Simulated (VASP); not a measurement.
# TiSn (P6/mmm) in VASP: elastic constants with PBE

Aim: the elastic constants of TiSn with PBE.

Everything below comes from runs of VASP 6.6.1. Logs are shortened: lines on timing, memory, paths and dates and some standing lists are left out, and cuts for length are marked.

## Step 1: The crystal as given

It takes space group P6/mmm (No. 191, hexagonal). Conventional cell: a = 5.726 Å, b = 5.726 Å, c = 4.805 Å, α = 90.00°, β = 90.00°, γ = 120.00°. Around Ti (site symmetry mmm) lie 4 Ti at 2.86 Å and 6 Sn at 2.86 to 2.92 Å. Sn (site symmetry -6m2) has 6 Ti at 2.92 Å and 3 Sn at 3.31 Å as nearest neighbours. Around Sn (site symmetry 6/mmm) lie 6 Ti at 2.86 Å.

The cell was built by a generator and needn't be a form met in nature.

## Step 2: Elastic constants, PBE

POSCAR reads:

```
TiSn
1.0
    5.7259880000      0.0000000000      0.0000000000
   -2.8629940000      4.9588510000      0.0000000000
    0.0000000000      0.0000000000      4.8048000000
Ti Sn
3 3
Direct
    0.0000000000      0.5000000000      0.0000000000
    0.5000000000      0.0000000000      0.0000000000
    0.5000000000      0.5000000000      0.0000000000
    0.6666670000      0.3333330000      0.5000000000
    0.3333330000      0.6666670000      0.5000000000
    0.0000000000      0.0000000000      0.0000000000
```

INCAR.step1 reads:

```
SYSTEM = TiSn
PREC = Accurate
ENCUT = 520
EDIFF = 1E-8
ISMEAR = 0
SIGMA = 0.1
LREAL = .FALSE.
LASPH = .TRUE.
NELM = 80
ALGO = Normal
ISIF = 3
LWAVE = .FALSE.
LCHARG = .FALSE.
GGA = PE
KPAR = 8
IBRION = 2
NSW = 40
EDIFFG = -0.002
```

INCAR.step2 reads:

```
SYSTEM = TiSn
PREC = Accurate
ENCUT = 520
EDIFF = 1E-8
ISMEAR = 0
SIGMA = 0.1
LREAL = .FALSE.
LASPH = .TRUE.
NELM = 80
ALGO = Normal
ISIF = 3
LWAVE = .FALSE.
LCHARG = .FALSE.
GGA = PE
KPAR = 8
IBRION = 6
NFREE = 2
POTIM = 0.015
NSW = 1
```

KPOINTS reads:

```
regular mesh
0
G
  5 5 5
  0 0 0
```

Potentials or basis: VASP PAW PBE potentials, release 64 (Ti_sv, Sn_d).

Started as:

```sh
> cat potpaw_PBE.64/Ti_sv/POTCAR potpaw_PBE.64/Sn_d/POTCAR > POTCAR
> cp INCAR.step1 INCAR
> mpirun -np 8 vasp_std > vasp.out
> cp CONTCAR POSCAR
> cp INCAR.step2 INCAR
> mpirun -np 8 vasp_std > vasp.out
```

OUTCAR:

```text
SYSTEM = TiSn
   PREC = Accurate
   ENCUT = 520
   EDIFF = 1E-8
   ISMEAR = 0
   LREAL = .FALSE.
   LASPH = .TRUE.
   NELM = 80
   ISIF = 3
   GGA = PE
   IBRION = 6
   NFREE = 2
   POTIM = 0.015
   NSW = 1

 ion  position               nearest neighbor table
   1  0.000  0.500  0.000-   2 2.86   6 2.86   6 2.86   2 2.86   3 2.86   3 2.86   5 2.92   5 2.92
                             4 2.92   4 2.92
   2  0.500  0.000  0.000-   1 2.86   3 2.86   3 2.86   1 2.86   6 2.86   6 2.86   5 2.92   5 2.92
                             4 2.92   4 2.92
   3  0.500  0.500  0.000-   2 2.86   6 2.86   2 2.86   6 2.86   1 2.86   1 2.86   5 2.92   5 2.92
                             4 2.92   4 2.92
   4  0.667  0.333  0.500-   2 2.92   2 2.92   1 2.92   1 2.92   3 2.92   3 2.92   5 3.30   5 3.30
                             5 3.30
   5  0.333  0.667  0.500-   2 2.92   2 2.92   1 2.92   1 2.92   3 2.92   3 2.92   4 3.30   4 3.30
                             4 3.30
   6  0.000  0.000  0.000-   1 2.86   3 2.86   1 2.86   3 2.86   2 2.86   2 2.86

  LATTYP: Found a hexagonal cell.
 ALAT       =     5.7122758802
 C/A-ratio  =     0.8446133033

  Lattice vectors:

 A1 = (   5.7122758802,   0.0000000000,   0.0000000000)
 A2 = (  -2.8561379401,   4.9469759564,   0.0000000000)
 A3 = (   0.0000000000,   0.0000000000,   4.8246642004)

Analysis of symmetry for initial positions (statically):
=====================================================================
 Subroutine PRICEL returns:
 Original cell was already a primitive cell.

 Routine SETGRP: Setting up the symmetry group for a
 hexagonal supercell.

 Subroutine GETGRP returns: Found 24 space group operations
 (whereof 24 operations were pure point group operations)
 out of a pool of 24 trial point group operations.

The static configuration has the point symmetry D_6h.

Analysis of symmetry for dynamics (positions and initial velocities):
=====================================================================
 Subroutine PRICEL returns:
 Original cell was already a primitive cell.

 Routine SETGRP: Setting up the symmetry group for a
 hexagonal supercell.

 Subroutine GETGRP returns: Found 24 space group operations
 (whereof 24 operations were pure point group operations)
 out of a pool of 24 trial point group operations.

The dynamic configuration has the point symmetry D_6h.

 Subroutine INISYM returns: Found 24 space group operations
 (whereof 24 operations are pure point group operations),
 and found     1 'primitive' translations

----------------------------------------------------------------------------------------

                                     Primitive cell

  volume of cell :     136.3377

  direct lattice vectors                    reciprocal lattice vectors
     5.712275880  0.000000000  0.000000000     0.175061573  0.101071848  0.000000000
    -2.856137940  4.946975956  0.000000000     0.000000000  0.202143695  0.000000000
     0.000000000  0.000000000  4.824664200     0.000000000  0.000000000  0.207268311

  length of vectors
     5.712275880  5.712275820  4.824664200     0.202143693  0.202143695  0.207268311

  position of ions in fractional coordinates (direct lattice)
     0.000000000  0.500000000  0.000000000
     0.500000000  0.000000000  0.000000000
     0.500000000  0.500000000  0.000000000
     0.666667000  0.333333000  0.500000000
     0.333333000  0.666667000  0.500000000
     0.000000000  0.000000000  0.000000000

  ion indices of the primitive-cell ions
[... 107 lines left out ...]

--------------------------------------- Ionic step        1  -------------------------------------------

 number of electron      77.9999993 magnetization

 Free energy of the ion-electron system (eV)
  ---------------------------------------------------
  ext. energy  EPLUGINS =         0.00000000
  ---------------------------------------------------
  free energy    TOTEN  =       -36.51888037 eV

  energy without entropy =      -36.49332494  energy(sigma->0) =      -36.50610265

------------------------ aborting loop because EDIFF is reached ----------------------------------------

  FORCE on cell =-STRESS in cart. coord.  units (eV):
  Direction    XX          YY          ZZ          XY          YZ          ZX
  --------------------------------------------------------------------------------------
  -------------------------------------------------------------------------------------
  Total        0.0051190      0.0051190      0.0055086     -0.0000000      0.0000000      0.0000000
  in kB        0.0601565      0.0601565      0.0647344     -0.0000000      0.0000000      0.0000000
  external PRESSURE =       0.0616825 kB  Pullay stress =       0.0000000 kB
[... 101 lines left out ...]
  FREE ENERGIE OF THE ION-ELECTRON SYSTEM (eV)
  ---------------------------------------------------
  free  energy   TOTEN  =       -36.5038932532 eV

  energy  without entropy=      -36.4798485077  energy(sigma->0) =      -36.49187088

[... ionic steps 4 to 22 ...]

--------------------------------------- Ionic step       23  -------------------------------------------

 number of electron      77.9999995 magnetization

------------------------ aborting loop because EDIFF is reached ----------------------------------------
[... 75 lines left out ...]
--------------------------------------- Ionic step       25  -------------------------------------------

 number of electron      77.9999991 magnetization

 Free energy of the ion-electron system (eV)
  ---------------------------------------------------
  ext. energy  EPLUGINS =         0.00000000
  ---------------------------------------------------
  free energy    TOTEN  =       -36.51866358 eV

  energy without entropy =      -36.49311546  energy(sigma->0) =      -36.50588952

 E-fermi :   7.5190     XC(G=0): -10.5471

 val. band max:        7.4726296342   @ k =   0.2000   0.2000   0.4000
 cond. band min:       7.5577335181   @ k =   0.2000   0.0000   0.4000
 fundamental gap:      0.0851038839
 Fermi energy:         7.5189902890

 k-point     1 :       0.0000    0.0000    0.0000
  band No.  band energies     occupation
      1     -49.1757      2.00000
      2     -49.1007      2.00000
      3     -49.1007      2.00000
      4     -25.6155      2.00000
      5     -25.5547      2.00000
      6     -25.5392      2.00000
[... 757 lines left out ...]
  FREE ENERGIE OF THE ION-ELECTRON SYSTEM (eV)
  ---------------------------------------------------
  free  energy   TOTEN  =       -36.5186635764 eV

  energy  without entropy=      -36.4931154627  energy(sigma->0) =      -36.50588952

 INTERNAL STRAIN TENSORS FROM STRAINED CELLS
 ============================================

 INTERNAL STRAIN TENSOR FOR ION    1 for displacements in x,y,z  (eV/Angst):
          X           Y           Z          XY          YZ          ZX
  --------------------------------------------------------------------------------
  x     0.00000    -0.00000    -0.00000    -0.00000    -0.00000    -0.00000
  y     0.00000     0.00000    -0.00000    -0.00000    -0.00000     0.00000
  z     0.00000     0.00000     0.00000     0.00000    -0.00000     0.00000

 INTERNAL STRAIN TENSORS FROM DISPLACED ATOMS
 ============================================

 INTERNAL STRAIN TENSOR FOR ION    1 for displacements in x,y,z  (eV/Angst):
          X           Y           Z          XY          YZ          ZX
  --------------------------------------------------------------------------------
  x     0.00000     0.00000     0.00000     0.00000     0.00000     0.00000
  y     0.00000     0.00000     0.00000     0.00000     0.00000     0.00000
  z     0.00000     0.00000     0.00000     0.00000     0.00000     0.00000

 INTERNAL STRAIN TENSOR FOR ION    6 for displacements in x,y,z  (eV/Angst):
          X           Y           Z          XY          YZ          ZX
  --------------------------------------------------------------------------------
  x     0.00000     0.00000     0.00000     0.00000     0.00000     0.00000
  y     0.00000     0.00000     0.00000     0.00000     0.00000     0.00000
  z     0.00000     0.00000     0.00000     0.00000     0.00000     0.00000

 Eigenvectors and eigenvalues of the dynamical matrix
 ----------------------------------------------------

   1 f  =    7.729065 THz    48.563145 2PiTHz  257.813845 cm-1    31.964828 meV
             X         Y         Z           dx          dy          dz
     -1.428069  2.473488  0.000000    -0.000000    0.000000    0.464951
      2.856138  0.000000  0.000000    -0.000000    0.000000    0.464951
      1.428069  2.473488  0.000000     0.000000    0.000000    0.464951
      2.856141  1.648990  2.412332    -0.000000   -0.000000   -0.417663
     -0.000003  3.297986  2.412332    -0.000000   -0.000000   -0.417663
      0.000000  0.000000  0.000000     0.000000   -0.000000   -0.050771
[... 145 lines left out ...]
  18 f/i=    0.002252 THz     0.014150 2PiTHz    0.075120 cm-1     0.009314 meV
             X         Y         Z           dx          dy          dz
     -1.428069  2.473488  0.000000     0.309687   -0.005115    0.000000
      2.856138  0.000000  0.000000     0.309732   -0.005088    0.000000
      1.428069  2.473488  0.000000     0.309686   -0.005063    0.000000
      2.856141  1.648990  2.412332     0.487046   -0.008003    0.000000
     -0.000003  3.297986  2.412332     0.487046   -0.008003    0.000000
      0.000000  0.000000  0.000000     0.487399   -0.008009    0.000000

--------------------------------------------------------------------------------------------------------

 ELASTIC MODULI CONTR FROM IONIC RELAXATION (kBar)
 Direction    XX          YY          ZZ          XY          YZ          ZX
 --------------------------------------------------------------------------------
 XX         -47.6789     47.6789      0.0000     -0.0000      0.0000      0.0000
 YY          47.6789    -47.6789      0.0000      0.0000     -0.0000      0.0000
 ZZ           0.0000      0.0000      0.0000      0.0000      0.0000      0.0000
 XY          -0.0000      0.0000      0.0000    -47.6789     -0.0000      0.0000
 YZ           0.0000     -0.0000      0.0000     -0.0000     -0.0000      0.0000
 ZX           0.0000      0.0000      0.0000      0.0000      0.0000      0.0000
 --------------------------------------------------------------------------------

 TOTAL ELASTIC MODULI (kBar)
 Direction    XX          YY          ZZ          XY          YZ          ZX
 --------------------------------------------------------------------------------
 XX        1453.7855    748.3182    424.6565     -0.0000     -0.0000      0.0000
 YY         748.3182   1453.7855    424.6564      0.0000      0.0000     -0.0000
 ZZ         424.6565    424.6564   1618.1411     -0.0000      0.0000      0.0000
 XY          -0.0000      0.0000     -0.0000    352.7336     -0.0000     -0.0000
 YZ          -0.0000      0.0000      0.0000      0.0000    486.9137      0.0000
 ZX           0.0000     -0.0000      0.0000     -0.0000      0.0000    486.9128
 --------------------------------------------------------------------------------
```

Wall time 14 min (8 MPI ranks of Intel Xeon Platinum 8259CL at 2.50GHz (Skylake/Cascade Lake), shared host); peak memory 0.54 GiB.

Results:

```
Relaxed volume                                          : 22.72 Å³/atom
Relaxed cell                                            : a = 5.712 Å, b = 5.712 Å, c = 4.825 Å, α = 90.00°, β = 90.00°, γ = 120.00°
Space group after relaxing (to 0.05 Å)                  : P6/mmm (No. 191)
Voigt bulk modulus                                      : 86 GPa
Highest phonon frequency at Γ, LO-TO splitting left out : 258 cm⁻¹
```

The path:
```tsv
step	energy change (eV)	largest force (eV/Å)	pressure (GPa)	volume (Å³)
1	0.0000	0.0000	-0.07	136.43
2	-0.0015	0.0000	0.07	136.22
3	-0.0015	0.0000	0.09	136.20
4	-0.0015	0.0000	-0.06	136.44
5	-0.0015	0.0000	0.00	136.34
```

Final structure:
```
Ti Sn
1.0
     5.71228    0.00000    0.00000
    -2.85614    4.94698    0.00000
     0.00000    0.00000    4.82466
Ti Sn
3 3
Direct
  0.00000 0.50000 0.00000
  0.50000 0.00000 0.00000
  0.50000 0.50000 0.00000
  0.66667 0.33333 0.50000
  0.33333 0.66667 0.50000
  0.00000 0.00000 0.00000
```

Phonon frequencies in cm⁻¹ (negative: imaginary):
```
              q point                                                     frequencies
(0.000, 0.000, 0.000)  0 0 0 74 92 92 110 110 162 162 168 223 223 223 224 224 256 258
```

Elastic tensor in Voigt notation (GPa, in the Cartesian axes of the cell as first typed):
```
145  75  42   0   0   0
 75 145  42   0   0   0
 42  42 162   0   0   0
  0   0   0  49   0   0
  0   0   0   0  49   0
  0   0   0   0   0  35
```

Clamped-ion elastic tensor (GPa):
```
150  70  42   0   0   0
 70 150  42   0   0   0
 42  42 162   0   0   0
  0   0   0  49   0   0
  0   0   0   0  49   0
  0   0   0   0   0  40
```
